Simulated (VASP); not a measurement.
Given:

```xyz
64
Lattice="11.5222 0.0000 0.0000 0.0000 11.5222 0.0000 0.0000 0.0000 11.5222" Properties=species:S:1:pos:R:3 pbc="T T T"
Ga     5.7614     0.0014     0.0022
Ga     8.6455     2.8750     0.0038
Ga     8.6457     0.0014     2.8777
Ga    11.5220    11.5222    11.5221
Ga     2.8784     2.8773     0.0010
Ga     5.7604     5.7602     0.0018
Ga     8.6456     8.6459    11.5207
Ga     2.8780     0.0015     2.8784
Ga     5.7365     2.8514     2.8515
Ga     8.6761     5.7933     2.8466
Ga     5.7607     0.0008     5.7606
Ga     8.6758     2.8473     5.7915
Ga     8.6455    11.5214     8.6455
Ga    11.5215     5.7614     0.0029
Ga     2.8756     8.6467     0.0038
Ga    11.5220     2.8777     2.8778
Ga     2.8492     5.7349     2.8490
Ga     5.7924     8.6763     2.8460
Ga    11.5208    11.5220     5.7616
Ga     2.8475     2.8487     5.7359
Ga     8.6725     8.6723     5.7372
Ga     2.8766     0.0016     8.6459
Ga     5.7909     2.8458     8.6775
Ga     8.6785     5.7298     8.6796
Ga     0.0016     8.6464     2.8777
Ga     0.0004     5.7606     5.7605
Ga     2.8460     8.6765     5.7911
Ga     0.0022     2.8759     8.6458
Ga     2.8412     5.7939     8.6817
Ga     5.7307     8.6775     8.6783
Ga    11.5199     8.6472     8.6452
As     7.2036     1.4361     1.4382
As    10.0867     4.3179     1.4368
As    10.0872     1.4358     4.3180
As     1.4396     1.4397     1.4399
As     4.3206     4.3203     1.4350
As     7.2025     7.2030     1.4321
As    10.0827    10.0829     1.4397
As     4.3207     1.4354     4.3209
As     7.2804     4.2498     4.2496
As    10.0900     7.2041     4.3211
As     7.2020     1.4329     7.2024
As    10.0910     4.3196     7.2033
As    10.0828     1.4395    10.0830
As     1.4353     7.2043     1.4368
As     4.3177    10.0883     1.4365
As     1.4342     4.3206     4.3201
As     4.2458     7.2815     4.2464
As     7.2033    10.0894     4.3213
As     1.4353     1.4346     7.2044
As     4.2371     4.2441     7.2892
As     7.2778     7.2765     7.2871
As    10.0855    10.0868     7.2042
As     4.3176     1.4348    10.0883
As     7.2029     4.3187    10.0922
As    10.0887     7.2054    10.0887
As     1.4355    10.0887     4.3183
As     1.4314     7.2039     7.2021
As     4.3200    10.0906     7.2030
As     1.4338     4.3174    10.0901
As     4.3189     7.2040    10.0928
As     7.2045    10.0888    10.0885
As     1.4395    10.0830    10.0830
Sn     5.7555     5.7612     5.7710
```
Cell charge +1.

Computed with HSE06 screened hybrid, VASP's PBE PAW potentials (set 64) (plane waves; VASP). Settings: PREC = Normal, LREAL = Auto, ISYM = 0, NELECT = 256.0, EDIFF = 1E-5, 400 eV cut-off, 1×1×1 Γ-centred mesh, Gaussian smearing of 0.050 eV, potentials Ga As Sn.

The cell is charged, with a uniform compensating background. The supercell is sampled at Γ alone, which is coarse: total energies, pressure and levels can be off, energies of defects by several tenths of an eV.

Predict the energy per atom (σ→0).

```yaml
energy per atom (σ→0): -4.927 eV/atom
```

Only differences to runs with the same potentials and settings are physical.

The cell is a supercell with a defect, built from GaAs (zinc blende): Sn_Ga, charge +1. The cell's shape comes from a PBE relaxation. The run is not spin-polarised, so no state with unpaired spins was tried.
